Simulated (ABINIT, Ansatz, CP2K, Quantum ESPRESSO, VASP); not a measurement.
## One calculation of Hf, 5 ways

```
Hf
1.0
     2.77876    0.00000    0.00000
     0.00000    2.77876    0.00000
     0.00000    0.00000   23.80000
Hf
1
Direct
  0.00000 0.00000 0.29412
```

Alike in all runs: functional PBE; k mesh 10 × 10 × 1; occupations fermi-dirac, width 0.05 eV; no spin polarisation; no spin-orbit coupling.

```
                                       program and potentials  plane-wave cutoff (eV)                                                  notes  band gap (eV)
               Ansatz, all-electron LAPW, scalar-relativistic                       -                                                      -         no gap
                            VASP, PBE PAW files Hf_pv, 520 eV                     520                10 valence electrons an atom on average         no gap
           Quantum ESPRESSO, PseudoDojo 0.4.1 SR PBE standard                     789                12 valence electrons an atom on average         no gap
                                     ABINIT, JTH PAW PBE v2.0                     517                12 valence electrons an atom on average         no gap
CP2K, POTENTIAL_UZH Hf GTH-PBE-q12; TZVP-MOLOPT-PBE-GTH basis                       -  atomic basis; 12 valence electrons an atom on average         no gap
```

None finds a gap. Rows in atomic bases carry the error of their basis and grid, which can be large.

Differences between rows come from potentials, basis sets and numerical settings, since the functional is the same but for its coding. Runs on potential files found faulty are left out.
